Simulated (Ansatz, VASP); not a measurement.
**Mg2CdN2: VASP beside Ansatz**

INCAR

```
SYSTEM = Mg2CdN2
PREC     = Accurate       ! precision mode
ENCUT    = 520            ! plane-wave cutoff, eV
EDIFF    = 1E-7           ! SCF threshold, eV
ISMEAR   = 0              ! smearing method
SIGMA    = 0.03           ! smearing width, eV
LREAL    = .FALSE.        ! projectors in reciprocal space
LASPH    = .TRUE.         ! aspherical terms in the spheres
NELM     = 100            ! most SCF steps
ALGO     = Fast           ! electronic algorithm
ISIF     = 2              ! what is computed and relaxed
LWAVE    = .FALSE.        ! write WAVECAR
LCHARG   = .TRUE.         ! write CHGCAR
GGA      = PS             ! functional
LELF     = .TRUE.         ! ELF
LVHAR    = .TRUE.       
NBANDS   = 21             ! bands
```

File KPOINTS:

```
regular mesh
0
G
  12 12 6
  0 0 0
```

The input POSCAR:

```
Mg2CdN2
1.0
    3.5528825911      0.0000000000      0.0000000000
   -1.7764412955      3.0768865806      0.0000000000
    0.0000000000      0.0000000000      5.9838310064
Mg Cd N
2 1 2
Direct
    0.6666666667      0.3333333333      0.1534420000
    0.3333333333      0.6666666667      0.8465580000
    0.0000000000      0.0000000000      0.5000000000
    0.6666666667      0.3333333333      0.7722310000
    0.3333333333      0.6666666667      0.2277690000
```

Input for Ansatz:

```yaml
crystal:
  lattice:
    - [3.5528825911, 0.0, 0.0]
    - [-1.7764412955, 3.0768865806, 0.0]
    - [0.0, 0.0, 5.9838310064]
  atoms:
    - { symbol: Mg, position: [0.6666666667, 0.3333333333, 0.153442] }
    - { symbol: Mg, position: [0.3333333333, 0.6666666667, 0.846558] }
    - { symbol: Cd, position: [0.0, 0.0, 0.5] }
    - { symbol: "N", position: [0.6666666667, 0.3333333333, 0.772231] }
    - { symbol: "N", position: [0.3333333333, 0.6666666667, 0.227769] }
basis:
  ecutwfc: 420
kpoints:
  mp_grid: { grid: [12, 12, 6] }
hamiltonian:
  xc: pbesol
scf:
  occupations: { method: gaussian, width: 0.03 }
output:
  forces: true
  stress: true
  eigenvalues: true
```

The cell comes from a database or a generator and needn't be the stable form of this composition.

Alike in both runs: task single point; functional PBEsol; k mesh 12 × 12 × 6; occupations gaussian, width 0.03 eV; no spin polarisation.

```csv
,VASP,Ansatz
version,VASP 6.6.1,Ansatz 0.2.0
potentials or method,"VASP PAW PBE potentials, release 64 (Mg, Cd, N)","scalar-relativistic, plane waves, PAW"
plane-wave cutoff (eV),520,420
valence electrons in the cell,26,50
```

```csv
,VASP,Ansatz,Ansatz less VASP
gap on the k mesh at the Fermi level (eV),0.29,0.29,+0.002
least direct gap on the mesh (eV),0.65,0.65,-0.004
pressure (GPa),-3.8,-4.0,-0.18
largest component of the traceless stress (GPa),0.21,0.19,-0.016
rms of the force components (eV/Å),0.046,0.059,+0.0130
```

Atom by atom the forces differ by 0.016 eV/Å (rms over components). The two sets of potentials don't hold the same shells in valence.

Caveats: the PAW data sets were made with another functional, which shifts forces and pressure a little (VASP). PBEsol gaps usually lie below the measured ones, often by a third to a half. A k mesh can miss the band edges.
